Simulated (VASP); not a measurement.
A convergence study with VASP on SiC (zinc blende): one setting is varied, all else stays as given below, so the limit is that of these other settings. Each run relaxes cell and ions from the cell shown. The basis is that of the starting cell, so low cut-offs carry a Pulay error.

```xyz
2
Lattice="0.0000 2.1800 2.1800 2.1800 0.0000 2.1800 2.1800 2.1800 0.0000" Properties=species:S:1:pos:R:3 pbc="T T T"
Si     0.0000     0.0000     0.0000
C      1.0900     1.0900     1.0900
```

These are PBE GGA, VASP's PBE PAW potentials (set 64) (plane waves; VASP) values and carry that method's errors. The tightest run used: 800 eV cut-off, 9×9×9 Γ-centred mesh, Gaussian smearing of 0.050 eV, potentials Si C.

Gaps are read on the run's mesh, which can miss a band edge.

```
setting      relaxed volume (Å³/atom)  E (eV/atom)  gap on the mesh (eV)  plane waves
-----------  ------------------------  -----------  --------------------  -----------
ENCUT = 250                     9.846      -7.5472                 1.384          194
ENCUT = 300                    10.143      -7.5342                 1.483          262
ENCUT = 350                    10.337      -7.5325                 1.510          331
ENCUT = 400                    10.440      -7.5318                 1.503          385
```

Problem. These are the cheaper rows. Estimate the results at ENCUT = 800, and how far the last row shown lies from them.

Solution. 
```
quantity                  tightest run  last row shown is off by
------------------------  ------------  ------------------------
relaxed volume (Å³/atom)        10.493                    -0.053
E (eV/atom)                    -7.5333                    0.0015
gap on the mesh (eV)             1.515                    -0.012
```

Left out are rungs that failed or repeat a setting and relaxations that didn't move; long series are thinned to 24 rows.

The compound is SiC in the zinc blende structure.
